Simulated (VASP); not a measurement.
Consider the following.

```yaml
crystal:
  lattice:
    - [4.52000, 0.00000, 0.00000]
    - [0.00000, 4.52000, 0.00000]
    - [0.00000, 0.00000, 3.02000]
  atoms:
    - { symbol: Mg, position: [0.00000, 0.00000, 0.00000] }
    - { symbol: Mg, position: [0.50000, 0.50000, 0.50000] }
    - { symbol: H, position: [0.30400, 0.30400, 0.00000] }
    - { symbol: H, position: [0.80400, 0.19600, 0.50000] }
    - { symbol: H, position: [0.19600, 0.80400, 0.50000] }
    - { symbol: H, position: [0.69600, 0.69600, 0.00000] }
```

All values below come from PBE GGA, VASP's PBE PAW potentials (set 64) (plane waves; VASP). Numerical set-up: 300 eV cut-off, 5×5×7 Γ-centred mesh, Fermi-Dirac smearing of 0.010 eV, potentials Mg H.

The path is coarsely sampled, so an indirect gap can come out somewhat too large.

Task: Give the energies of bands 1 to 7 at the high-symmetry points, in eV from the valence-band maximum.

Result: 
```json
[
 {"band": "1", "Γ": "-6.37", "X": "-4.76", "M": "-3.69", "Z": "-2.96", "R": "-2.21", "A": "-1.83"},
 {"band": "2", "Γ": "-1.40", "X": "-4.76", "M": "-3.69", "Z": "-2.96", "R": "-2.21", "A": "-1.83"},
 {"band": "3", "Γ": "-1.40", "X": "-0.46", "M": "-2.67", "Z": "-0.04", "R": "-1.03", "A": "-0.89"},
 {"band": "4", "Γ": "-0.38", "X": "-0.46", "M": "-2.67", "Z": "-0.04", "R": "-1.03", "A": "-0.89"},
 {"band": "5", "Γ": "4.78", "X": "5.36", "M": "9.04", "Z": "6.32", "R": "5.20", "A": "3.86"},
 {"band": "6", "Γ": "5.01", "X": "5.36", "M": "9.04", "Z": "6.32", "R": "5.20", "A": "3.86"},
 {"band": "7", "Γ": "9.17", "X": "10.08", "M": "9.22", "Z": "6.82", "R": "6.81", "A": "4.21"}
]
```

The gap is indirect, 3.73 eV, from the valence maximum at (0.20, 0.00, 0.00) to the conduction minimum at A-Z at 0.20.

The structure is a typed MgH2 crystal (P4_2/mnm). The cell was not relaxed at this level.
